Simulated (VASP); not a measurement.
```xyz
1
Lattice="-1.5967 1.5967 1.5967 1.5967 -1.5967 1.5967 1.5967 1.5967 -1.5967" Properties=species:S:1:pos:R:3 pbc="T T T"
Ta     0.0000     0.0000     0.0000
```

Computed with LDA (Ceperley-Alder, Perdew-Zunger), VASP's LDA PAW potentials (set 64) (plane waves; VASP). Settings: 520 eV cut-off, 16×16×16 Γ-centred mesh, first-order Methfessel-Paxton smearing of 0.10 eV, potentials Ta_pv.

### Question
The job: Ta (bcc), 1 atom, LDA, static run, 520 eV, 16×16×16 Γ-centred mesh. Roughly how much core time does it take on a busy server core?

### Answer
About 7 core-seconds (one run on a shared machine, a rough figure). It had 145 irreducible k-points, 9 bands, up to 466 plane waves and 11 electronic steps.

The compound is Ta in the bcc structure. This cell is one point of a volume scan, at 0.94 of the reference volume.
